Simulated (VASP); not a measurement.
Method: PBE0 hybrid, VASP's PBE PAW potentials (set 64) (plane waves; VASP).

A VASP calculation is set up with these files.

KPOINTS_OPT:
```
named points and PBE's band edges
8
Reciprocal
  0.000000   0.000000   0.000000 1 ! GAMMA
  0.500000   0.000000   0.500000 1 ! X
  0.500000   0.500000   0.500000 1 ! L
  0.500000   0.250000   0.750000 1 ! W
  0.375000   0.375000   0.750000 1 ! K
  0.625000   0.250000   0.625000 1 ! U
  0.026790   0.026790   0.053570 1 ! near an edge
  0.035710   0.000000   0.035710 1 ! near an edge
```

**KPOINTS**
```
kpoints
0
G
  6 6 6
```

POSCAR:
```
KBr
3.3526310
  0.0000000000   0.9999999235   0.9999999235
  0.9999999235   0.0000000000   0.9999999235
  0.9999999235   0.9999999235   0.0000000000
K Br
1 1
direct
  0.0000000000   0.0000000000   0.0000000000
  0.5000000000   0.5000000000   0.5000000000
```

**INCAR**
```
SYSTEM = KBr
PREC = Accurate; ENCUT = 520; LREAL = .FALSE.
LASPH = .TRUE.; ISYM = 3
EDIFF = 1E-6; NELM = 60; ALGO = Normal
LMAXMIX = 4
ISMEAR = 0; SIGMA = 0.05
GGA = PE; LHFCALC = .TRUE.; AEXX = 0.25
HFRCUT = -1; PRECFOCK = Fast
ISIF = 2
LWAVE = .FALSE.; LCHARG = .FALSE.
```

POTCAR, in this order: K_sv Br (PBE.64 set). Program: vasp_std. Read from the step before: WAVECAR.

Problem. What will the output report for the number of irreducible k-points (NKPTS), largest plane-wave count, number of space-group operations, FFT grid (NGX, NGY, NGZ)?

Solution. 
```yaml
number of irreducible k-points (NKPTS): 16
largest_plane_wave_count: 2085
number_of_space_group_operations: 48
FFT grid (NGX, NGY, NGZ): 36 × 36 × 36
```

The compound is KBr in the rock salt structure. It was relaxed first.
